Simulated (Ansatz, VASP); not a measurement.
# Cross-check of TiNiB (TiNiB in the AlB2 type) between VASP and Ansatz

Aim: how closely do two programs agree when they are given the same cell, functional and k mesh? The cell is generated by rule, not measured, and may not be a known phase. The cell is taken from a series of runs on this material, whose earlier steps may have relaxed, scaled, displaced or heated it; both programs get it as it stands.

Calculated with Ansatz 0.2.0; plane waves, with VASP 6.6.1 beside it; relaxation of cell and atoms at PBEsol and zone-centre phonons at PBEsol.

The structure was built from a prototype and need not be the compound's stable phase.

## (1) The structure

The structure is hexagonal, space group P-6m2 (No. 187). The conventional cell has a = 3.570 Å, b = 3.570 Å, c = 2.877 Å, α = 90.00°, β = 90.00°, γ = 120.00°. Ti has 6 B at 2.51 Å and 6 Ni at 2.51 Å nearest. Nearest to B lie 3 Ni at 2.06 Å and 6 Ti at 2.51 Å. Nearest to Ni lie 3 B at 2.06 Å and 6 Ti at 2.51 Å. Farther neighbours are not listed.

## (2) VASP: relaxation of cell and atoms, PBEsol, pair 1

The relaxed volume is the usual yardstick between codes: in a stiff, nearly cubic crystal its relative difference is about their pressure difference at one cell divided by the bulk modulus.

Lines of VASP's logs that name or quote its potential files are left out, and so is its time.

File INCAR:

```
SYSTEM = TiNiB
PREC = Accurate
ENCUT = 600
EDIFF = 1E-07
NELM = 120
ISMEAR = 1
SIGMA = 0.2
LREAL = .FALSE.
ALGO = Normal
GGA = PS
NBANDS = 18
LASPH = .TRUE.
LORBIT = 11
LWAVE = .FALSE.
LCHARG = .FALSE.
ISIF = 3
IBRION = 2
NSW = 80
EDIFFG = -0.005
GGA_COMPAT = .FALSE.
NELMIN = 4
KPAR = 2
```

File POSCAR:

```
TiNiB
1.0
    3.5697560000     -0.0000030000      0.0000000000
   -1.7848760000      3.0915010000      0.0000000000
    0.0000000000      0.0000000000      2.8773020000
Ti B Ni
1 1 1
Direct
    0.0000000000      0.0000000000      0.0000000000
    0.3333333333      0.6666666667      0.5000000000
    0.6666666667      0.3333333333      0.5000000000
```

File KPOINTS:

```
Automatic mesh
0
Gamma
9 9 10
0 0 0
```

The projector-augmented-wave data sets are Ti_sv, B and Ni (PBE family, release 64).

Command:

```
$ mpirun -np 2 vasp_std
```

Numbers of over 12 decimals in the logs are rounded to 6 here.

What it wrote:

```text
[banner, memory and clock lines left out]
running    2 mpi-ranks, on    1 nodes
 distrk:  each k-point on    1 cores,    2 groups
 distr:  one band on    1 cores,    1 groups

 POSCAR found type information on POSCAR TiB Ni
 POSCAR found :  3 types and       3 ions
|                                                                             |
|               ----> ADVICE to this user running VASP <----                  |
|                                                                             |
|     You enforced a specific xc type in the INCAR file but a different       |
|     [... a line on the potential file left out ...]
|     I HOPE YOU KNOW WHAT YOU ARE DOING!                                     |
|                                                                             |

 LDA part: xc-table for (Slater+PW92), standard interpolation
 POSCAR, INCAR and KPOINTS ok, starting setup
 FFT: planning ... GRIDC
 FFT: planning ... GRID_SOFT
 FFT: planning ... GRID
 WAVECAR not read
 entering main loop
       N       E                     dE             d eps       ncg     rms          rms(c)
DAV:   1     0.190622378973E+03    0.19062E+03   -0.13358E+04  2592   0.192E+03
DAV:   2    -0.144354853463E+02   -0.20506E+03   -0.20132E+03  2626   0.412E+02
DAV:   3    -0.275996642039E+02   -0.13164E+02   -0.12933E+02  3650   0.111E+02
DAV:   4    -0.280737745398E+02   -0.47411E+00   -0.47255E+00  3382   0.179E+01
DAV:   5    -0.280943148733E+02   -0.20540E-01   -0.20536E-01  3552   0.324E+00    0.196E+01
DAV:   6    -0.264976730964E+02    0.15966E+01   -0.72253E+01  3454   0.121E+02    0.170E+01
DAV:   7    -0.240076102960E+02    0.24901E+01   -0.27606E+01  3332   0.864E+01    0.134E+01
DAV:   8    -0.230882297331E+02    0.91938E+00   -0.14277E+01  3896   0.414E+01    0.334E+00
DAV:   9    -0.229548196708E+02    0.13341E+00   -0.75287E-01  3932   0.117E+01    0.157E+00
DAV:  10    -0.229514794345E+02    0.33402E-02   -0.15823E-01  3002   0.412E+00    0.800E-01
DAV:  11    -0.229446773680E+02    0.68021E-02   -0.29470E-02  3316   0.209E+00    0.342E-01
DAV:  12    -0.229450326784E+02   -0.35531E-03   -0.19241E-03  3336   0.491E-01    0.129E-01
DAV:  13    -0.229447387035E+02    0.29397E-03   -0.89609E-04  3772   0.305E-01    0.278E-02
DAV:  14    -0.229447390403E+02   -0.33678E-06   -0.46451E-05  3254   0.629E-02    0.771E-03
DAV:  15    -0.229447380820E+02    0.95836E-06   -0.22138E-06  3838   0.131E-02    0.407E-03
DAV:  16    -0.229447380383E+02    0.43617E-07   -0.58054E-07  2856   0.117E-02
   1 F= -.22944738E+02 E0= -.22945189E+02  d E =-.229447E+02
 curvature:   0.00 expect dE= 0.000E+00 dE for cont linesearch  0.000E+00
 trial: gam= 0.00000 g(F)=  0.232E-44 g(S)=  0.120E-04 ort = 0.000E+00 (trialstep = 0.100E+01)
 search vector abs. value=  0.120E-04
 bond charge predicted
       N       E                     dE             d eps       ncg     rms          rms(c)
DAV:   1    -0.229448007998E+02   -0.62718E-04   -0.15050E-03  2868   0.551E-01    0.641E-02
DAV:   2    -0.229448701105E+02   -0.69311E-04   -0.12302E-03  2986   0.527E-01    0.109E-01
DAV:   3    -0.229447554454E+02    0.11467E-03   -0.75726E-04  3384   0.391E-01    0.220E-02
DAV:   4    -0.229447488665E+02    0.65789E-05   -0.24956E-05  3400   0.428E-02    0.949E-03
DAV:   5    -0.229447479539E+02    0.91255E-06   -0.49019E-06  3864   0.262E-02    0.487E-03
DAV:   6    -0.229447481319E+02   -0.17794E-06   -0.59999E-07  2786   0.753E-03    0.234E-03
DAV:   7    -0.229447482298E+02   -0.97917E-07   -0.18365E-07  2076   0.344E-03
   2 F= -.22944748E+02 E0= -.22945203E+02  d E =-.101914E-04
 trial-energy change:   -0.000010  1 .order   -0.000010   -0.000012   -0.000008
 step:   1.8248(harm=  2.6783)  dis= 0.00000  next Energy=   -22.944752 (dE=-0.135E-04)
 bond charge predicted
       N       E                     dE             d eps       ncg     rms          rms(c)
DAV:   1    -0.229447865967E+02   -0.38465E-04   -0.10190E-03  2886   0.453E-01    0.528E-02
DAV:   2    -0.229448343703E+02   -0.47774E-04   -0.84017E-04  2974   0.435E-01    0.902E-02
DAV:   3    -0.229447558702E+02    0.78500E-04   -0.51734E-04  3386   0.323E-01    0.181E-02
DAV:   4    -0.229447514633E+02    0.44069E-05   -0.16872E-05  3388   0.351E-02    0.784E-03
DAV:   5    -0.229447508681E+02    0.59517E-06   -0.33490E-06  3884   0.217E-02    0.405E-03
DAV:   6    -0.229447510068E+02   -0.13875E-06   -0.40312E-07  2606   0.622E-03    0.194E-03
DAV:   7    -0.229447510835E+02   -0.76690E-07   -0.12012E-07  1662   0.290E-03
   3 F= -.22944751E+02 E0= -.22945209E+02  d E =-.130452E-04
 curvature:  -0.99 expect dE=-0.446E-06 dE for cont linesearch -0.102E-06
 trial: gam=-0.05512 g(F)=  0.171E-44 g(S)=  0.449E-06 ort = 0.111E-05 (trialstep = 0.116E+01)
 search vector abs. value=  0.363E-06
 reached required accuracy - stopping structural energy minimisation
```

From OUTCAR (step 2):

```text
ion  position               nearest neighbor table
   1  0.000  0.000  0.000-   3 2.51   3 2.51   2 2.51   2 2.51   3 2.51   3 2.51   2 2.51   2 2.51
                             2 2.51   3 2.51   2 2.51   3 2.51
   2  0.333  0.667  0.500-   3 2.06   3 2.06   3 2.06   1 2.51   1 2.51   1 2.51   1 2.51   1 2.51
                             1 2.51
   3  0.667  0.333  0.500-   2 2.06   2 2.06   2 2.06   1 2.51   1 2.51   1 2.51   1 2.51   1 2.51
                             1 2.51

  LATTYP: Found a hexagonal cell.
 ALAT       =     3.5697560000
 C/A-ratio  =     0.8060220362

 Subroutine GETGRP returns: Found 12 space group operations
 (whereof 12 operations were pure point group operations)

The static configuration has the point symmetry D_3h.

 Found     72 irreducible k-points:

   k-points           NKPTS =     72   k-points in BZ     NKDIM =     72   number of bands    NBANDS=     18

   dimension x,y,z NGX =    30 NGY =   30 NGZ =   24
   dimension x,y,z NGXF=    60 NGYF=   60 NGZF=   48

   ENCUT  =  600.0 eV  44.10 Ry    6.64 a.u.   7.13  7.13  5.75*2*pi/ulx,y,z

   NELECT =      25.0000    total number of electrons

 k-points in reciprocal lattice and weights: Automatic mesh
   0.00000000  0.00000000  0.00000000       0.001
   0.11111111 -0.00000000  0.00000000       0.007
   0.22222222 -0.00000000  0.00000000       0.007
   0.33333333  0.00000000  0.00000000       0.007
   0.44444444 -0.00000000  0.00000000       0.007
   0.11111111  0.11111111  0.00000000       0.007
   0.22222222  0.11111111  0.00000000       0.015
   0.33333333  0.11111111  0.00000000       0.015
   0.44444444  0.11111111  0.00000000       0.007
[...]
0.33333333  0.22222222  0.50000000       0.015
   0.33333333  0.33333333  0.50000000       0.002

 average (electrostatic) potential at core
       1 -71.2903       2 -22.8563       3 -82.1719

 E-fermi :   9.3676

 k-point     1 :       0.0000    0.0000    0.0000
  band No.  band energies     occupation
    ...
      9       7.2456      2.00000
     10       7.2456      2.00000
     11       8.7674      2.00019
     12       8.7674      2.00019
     13       9.2736      1.70656
     14      11.7423     -0.00000
     15      11.7423     -0.00000
     16      12.8939     -0.00000
     17      15.2245      0.00000
     18      15.2245      0.00000

 k-point     2 :       0.1111   -0.0000    0.0000
  band No.  band energies     occupation
    ...
      9       7.2196      2.00000
     10       7.2278      2.00000
     11       8.5837      2.00000
     12       8.8022      2.00048
     13       9.3336      1.28323
     14      11.2551     -0.00000
     15      11.7678     -0.00000
     16      13.5734      0.00000
     17      14.2784      0.00000
     18      14.4351      0.00000

 k-point     3 :       0.2222   -0.0000    0.0000
  band No.  band energies     occupation
    ...
      9       7.1552      2.00000
     10       7.1587      2.00000
     11       8.1319      2.00000
     12       8.8925      2.00396
     13       9.3932      0.78515
     14      10.7391     -0.00000
     15      11.8308     -0.00000
     16      12.9575     -0.00000
     17      13.1491     -0.00000
     18      14.5893      0.00000

  Total        0.0035818      0.0035818     -0.0015110     -0.0000000      0.0000000      0.0000000
  in kB        0.1808252      0.1808252     -0.0762797     -0.0000000      0.0000000      0.0000000
  external PRESSURE =       0.0951235 kB  Pullay stress =       0.0000000 kB

  energy-cutoff  :      600.00
  volume of cell :       31.74
      direct lattice vectors                 reciprocal lattice vectors
     3.570175847 -0.000003000  0.000000000     0.280098384  0.161714611 -0.000000000
    -1.785085923  3.091864599 -0.000000000     0.000000272  0.323429585 -0.000000000
     0.000000000  0.000000000  2.875044839    -0.000000000  0.000000000  0.347820662

 POSITION                                       TOTAL-FORCE (eV/Angst)
 -----------------------------------------------------------------------------------
      0.00000      0.00000      2.87504        -0.000000      0.000000      0.000000
      0.00000      2.06124      1.43752         0.000000      0.000000      0.000000
      1.78509      1.03062      1.43752        -0.000000     -0.000000      0.000000
 -----------------------------------------------------------------------------------
    total drift:                                0.000003     -0.000000      0.000000

  FREE ENERGIE OF THE ION-ELECTRON SYSTEM (eV)
  ---------------------------------------------------
  free  energy   TOTEN  =       -22.9447510835 eV

  energy  without entropy=      -22.9461254833  energy(sigma->0) =      -22.94520922

 reached required accuracy - stopping structural energy minimisation

 total charge
# of ion       s       p       d       tot
------------------------------------------
    1        2.207   6.205   1.900  10.312
    2        0.695   1.054   0.000   1.748
    3        0.617   0.729   8.383   9.729
--------------------------------------------------
tot          3.519   7.987  10.283  21.789

[... 3 further parts left out ...]
```

CONTCAR:

```
TiNiB
   1.00000000000000
     3.5701758472686200   -0.0000030004340599    0.0000000000000000
    -1.7850859234694263    3.0918645986592419   -0.0000000000000000
     0.0000000000000000    0.0000000000000000    2.8750448390067453
  Ti              B               Ni
     1     1     1
Direct
     0.0000000000000000    0.0000000000000000    1.0000000000000000
     0.3333333332999970    0.6666666667000030    0.5000000000000000
     0.6666666667000030    0.3333333332999970    0.5000000000000000
```

The run keeps the 12 symmetry operations of its start, so it cannot find a distortion of lower symmetry.

## (3) Ansatz: relaxation of cell and atoms, PBEsol, pair 1

Ansatz runs on its PAW soft_1 files.

The same cell, functional, mesh and smearing now go to Ansatz, which takes its cutoff from its data sets.

File input.yaml:

```yaml
crystal:
  lattice:
    - [3.5697563324, -3.0361e-06, 0.0]
    - [-1.7848755368, 3.0915011872, 0.0]
    - [0.0, 0.0, 2.8773020842]
  atoms:
    - { symbol: Ti, position: [0.0, 0.0, 0.0] }
    - { symbol: B, position: [0.3333333333, 0.6666666667, 0.5] }
    - { symbol: Ni, position: [0.6666666667, 0.3333333333, 0.5] }
kpoints:
  mp_grid: { grid: [9, 9, 10] }
hamiltonian:
  xc: pbesol
  pseudopotentials: { kind: paw, azcp: { folder: soft_1 }, xc_functional: pbe }
scf:
  occupations: { method: methfessel_paxton, width: 0.2 }
output:
  forces: true
  stress: true
  eigenvalues: true
relax:
  adjacent_minimum: "off"
  f_tol: 0.001
  max_steps: 60
  cell: { stress_tol: 0.01 }
```

Command:

```
$ ansatz run input.yaml --threads 4 --pin off --max-ram 12288MiB --backend cpu --events-out ev --progress --plain --runs-dir out
```

What it wrote:

```text
Engine: ansatz 0.2.0, aarch64-unknown-linux-gnu
Pseudopotentials: kind: paw
Pseudopotential: Ti, paw, valence charge 12, recommended cutoff 420 eV (normal), soft_1/Ti.paw.azcp
Pseudopotential: B, paw, valence charge 3, recommended cutoff 420 eV (normal), soft_1/B.paw.azcp
Pseudopotential: Ni, paw, valence charge 18, recommended cutoff 420 eV (normal), soft_1/Ni.paw.azcp
Functional definition: PBEsol
  exchange = pbesol_x
  correlation = pbesol_c
Crystal: 3 atoms, lattice volume = 31.754 Å³
Basis set: ecut = 420 eV, 627 PW (Γ), exchange–correlation on 48×48×40 points (8 copies of the dense FFT grid, shifted against one another)
Bands: 21, of which v1, the nominal top of the filled ones, is band 17 counted from 1 (16 counted from 0)
Symmetry: 12 space group operations
Space group: P-6m2 (ITA 187), of the structure as read, at distance tolerance 3.2e-5 Å
k-points: 72 of 810 (time reversal used)
Non-local potential: Ti, projectors of the file, l = 0: 3, l = 1: 2, l = 2: 3, l = 3: 1
Non-local potential: B, projectors of the file, l = 0: 2, l = 1: 2, l = 2: 1
Non-local potential: Ni, projectors of the file, l = 0: 3, l = 1: 2, l = 2: 3, l = 3: 1
PAW form: soft (Blöchl's): semilocal exchange-correlation on the pseudo side does not see the compensation charge
PAW frozen core: Ti, regenerated for the run's functional, and the local potential with it (the file was generated under x = pbe(κ = 0.804, μ = 0.219515), c = pbe(β = 0.066725))
PAW frozen core: B, regenerated for the run's functional, and the local potential with it (the file was generated under x = pbe(κ = 0.804, μ = 0.219515), c = pbe(β = 0.066725))
PAW frozen core: Ni, regenerated for the run's functional, and the local potential with it (the file was generated under x = pbe(κ = 0.804, μ = 0.219515), c = pbe(β = 0.066725))
PAW one-centre angular grid: Ti, 590 points (default); XC on 64 Gauss nodes
PAW one-centre angular grid: B, 110 points (default); XC on 64 Gauss nodes
PAW one-centre angular grid: Ni, 590 points (default); XC on 64 Gauss nodes
Initial density: superposition of atomic densities (chi_scale 0.1, normalization cell, long waves kept (reshape's long-wave potential 0.00 eV rms))
Initial wavefunctions: pseudopotential atomic-orbital guess
Functional: x = pbesol(κ = 0.804, μ = 0.123457), c = pbesol(β = 0.046)
SCF iter   1: F=—  HF=-8433.728895 eV  |F-HF|=—  |Δ(HF+E_count)|=         —  Δρ=1.02e-1  dr2=2.97e0  ethr=3.10e-3  ⟨swp⟩=3.9  Hψ=5539  notcnv=0
preconditioner: auto → none  [metal: Δε(μ)=0.012 eV  Ē_g=6.011 eV  σ=0.200 eV  W_gap=0.05  n_scr=8 (ndim 8)  ℏωp=27.2 eV  f_vac=0.000  D(μ)=1.46/eV (n_scr^D=8)  sad-step TF]
SCF iter   2: F=—  HF=-8433.283827 eV  |F-HF|=—  |Δ(HF+E_count)|=   4.45e-1  S|Δr|=    0.00e0  Δρ=5.34e-2  dr2=1.41e0  ethr=3.10e-3  ⟨swp⟩=2.1  Hψ=2835  notcnv=0  defer=6
SCF iter   3: F=—  HF=-8433.008148 eV  |F-HF|=—  |Δ(HF+E_count)|=   2.76e-1  S|Δr|=    0.00e0  Δρ=2.15e-2  dr2=1.36e-1  ethr=3.10e-3  ⟨swp⟩=2.0  Hψ=2419  notcnv=0  defer=6
SCF iter   4: F=—  HF=-8432.997997 eV  |F-HF|=—  |Δ(HF+E_count)|=   1.02e-2  S|Δr|=    0.00e0  Δρ=6.10e-3  dr2=7.02e-3  ethr=4.13e-4  ⟨swp⟩=1.2  Hψ=2112  notcnv=0  defer=5
SCF iter   5: F=—  HF=-8432.997571 eV  |F-HF|=—  |Δ(HF+E_count)|=   4.26e-4  S|Δr|=    0.00e0  Δρ=4.58e-4  dr2=2.01e-5  ethr=2.13e-5  ⟨swp⟩=2.1  Hψ=1974  notcnv=0  defer=5
SCF iter   6: F=—  HF=-8432.997627 eV  |F-HF|=—  |Δ(HF+E_count)|=   5.61e-5  S|Δr|=    0.00e0  Δρ=3.80e-4  dr2=2.68e-5  ethr=6.10e-8  ⟨swp⟩=2.0  Hψ=2739  notcnv=0  defer=5
SCF iter   7: F=—  HF=-8432.997621 eV  |F-HF|=—  |Δ(HF+E_count)|=   6.76e-6  S|Δr|=    0.00e0  Δρ=2.46e-5  dr2=1.93e-7  ethr=6.10e-8  ⟨swp⟩=2.0  Hψ=1981  notcnv=0  defer=5
SCF iter   8: F=-8432.997621 eV  HF=-8432.997621 eV  |F-HF|=4.61e-9  |Δ(HF+E_count)|=   5.16e-8  S|Δr|=    0.00e0  Δρ=7.22e-6  dr2=9.49e-9  ethr=3.03e-10  ⟨swp⟩=5.1  Hψ=6330  notcnv=0
SCF 1 converged in 8 iterations: F = -8432.997621 eV  dr2 = 9.49e-9
  greatest PAW one-centre occupation: 1.000 electrons in one spin orbital (limit 2), on the Ni atom at site 2 (counted from 0), in its partial waves of l = 1
relax step   1: F+E_penalty+E_count = -8432.99762054 eV  Δ(F+E_penalty+E_count) = +0.000e0 eV  max|allowed force component| = 7.556e-17 eV/Å  Δτ_max = 0.0000 Å  P = -0.030 GPa  Ω = 31.754 Å³  (8 SCF iters, dr2 threshold 1.00e-7 eV, accepted)
[...]
relax step   2: F+E_penalty+E_count = -8432.99762356 eV  Δ(F+E_penalty+E_count) = -3.019e-6 eV  max|allowed force component| = 3.084e-17 eV/Å  Δτ_max = 0.0000 Å  P = -0.003 GPa  Ω = 31.749 Å³  energy of the carried Pulay correction = +2.479e-6 eV  (4 SCF iters, dr2 threshold 3.67e-9 eV, accepted)
[...]
relax step   3: F+E_penalty+E_count = -8432.99761576 eV  Δ(F+E_penalty+E_count) = +7.802e-6 eV  max|allowed force component| = 4.395e-17 eV/Å  Δτ_max = 0.0000 Å  P = -0.003 GPa  Ω = 31.749 Å³  stress off target by 4.18e-3 GPa  SCF on the basis re-selected at this cell (its energy is not comparable with the rows above)  (4 SCF iters)
basis re-selected at this cell: Δ(F+E_penalty+E_count) = +7.802e-6 eV, ΔP = +0.000 GPa vs the last step (what re-selecting the basis moved, of the pressure what is left beyond the Pulay correction that the steps carried, after the strain that the cell walked since its last selection, with what the two solves' SCF thresholds leave and, on support functions, any second-order correction that the steps lacked; it is no m [...]
SCF converged after 4 iterations
Stability not checked: this state was not tested for a lower state beside it, because cold or Methfessel-Paxton smearing, or corrected tetrahedra, fill the levels in a way that the test cannot read (fill_not_monotonic; see scf.lower_state_search)
Free energy (F): -8432.997616 eV
Harris-Foulkes:  -8432.997616 eV  (|F-HF|=1.82e-12)
Internal energy: -8432.998841 eV  (E = F + TS)
E sigma→0 (E₀):  -8432.997922 eV
Entropy (-TS):   0.001226 eV (0.409 meV/atom)
Fermi energy:    15.704712 eV
--- Per-component energies (eV) ---
  E_band       = -438.645723
  E_kinetic    = 670.255886
  E_local      = -4204.784763  (includes V_loc(G=0)·N_el)
  E_nonlocal   = -47.757532
  E_hartree    = 2121.545192
  E_xc         = -262.060987
  E_vxc        = -331.635937  (∫ρ·V_xc dr)
  E_paw        = -2711.220699  (= ΣΔE_a)
  E_vpaw       = -767.814645  (= ΣTr[D̂ρ^β])
  E_aug_tail   = 0.000813  (compensation charges beyond the density's cutoff)
  E_ewald      = -3999.328137
  E_core_change = 0.351385  (= ΣΔE_core)
  E_smearing   = 0.001226  (= −TS)
  E_closure    = 0.000000  (closes the sum)
  Σ components = -8432.997616   (vs F -8432.997616, Δ=0.00e0)
--- Forces (eV/Å), atoms counted from 1 ---
  atom   1  Ti    -0.00000000     0.00000000     0.00000000
  atom   2  B     -0.00000000     0.00000000     0.00000000
  atom   3  Ni     0.00000000    -0.00000000     0.00000000
  max |Σ_I F_I| component: 9.02e-17 eV/Å
--- Stress (GPa, compression-positive) ---
       -0.002307      -0.000000       0.000000
       -0.000000      -0.002307       0.000000
        0.000000       0.000000      -0.004182
  P = ⅓ Tr σ = -0.0029 GPa (-0.029 kbar)
--- Band table (eV; the first three rows and the last of 72) ---
  k-point 0: bands = [... 13 lower, 13.5888, 15.1016, 15.1016, 15.6154, 18.0863, 18.0863, 19.1955, 21.5647]
  k-point 1: bands = [... 13 lower, 13.4950, 15.2392, 15.2392, 15.7035, 17.9409, 17.9409, 18.7519, 21.5739]
  k-point 2: bands = [... 13 lower, 13.2358, 15.6359, 15.6359, 15.6869, 17.6629, 17.6629, 18.1665, 21.3580]
  k-point 71: bands = [... 13 lower, 13.5755, 14.2559, 14.6099, 14.7505, 15.1297, 18.5968, 19.7869, 19.9067]
--- Relaxed structure (2 steps of the walk, 2 accepted, 1 SCFs on fresh bases) ---
  F+E_penalty+E_count = -8432.99761576 eV   max|allowed force component| = 4.395e-17 eV/Å   (the final SCF, on the basis selected at the relaxed cell)
  cell:  # Å, volume = 31.7493 Å³
    - [3.569718, -3.0361024264655273e-6, 0.0]
    - [-1.784857, 3.091468, 0.0]
    - [0.0, 0.0, 2.876975]
  atoms:
    - { symbol: Ti, position: [0, 0, 0.0] }
    - { symbol: B, position: [0.333333, 0.666667, 0.5] }
    - { symbol: Ni, position: [0.666667, 0.333333, 0.5] }
```

(Part 1 of 2 ends here.)

[Lines on the potential files, build, host, timing and source positions are cut from VASP's logs without a mark.]

[Logs are printed without paths, hosts, clocks, repeated set-up lines and the standing remarks that a program may print on its own settings, such as how far it seeks lower states.]

[Hosts, paths, dates, database ids (printed as entryN), source tags and the programs' standing remarks are cut or masked in the printed files.]
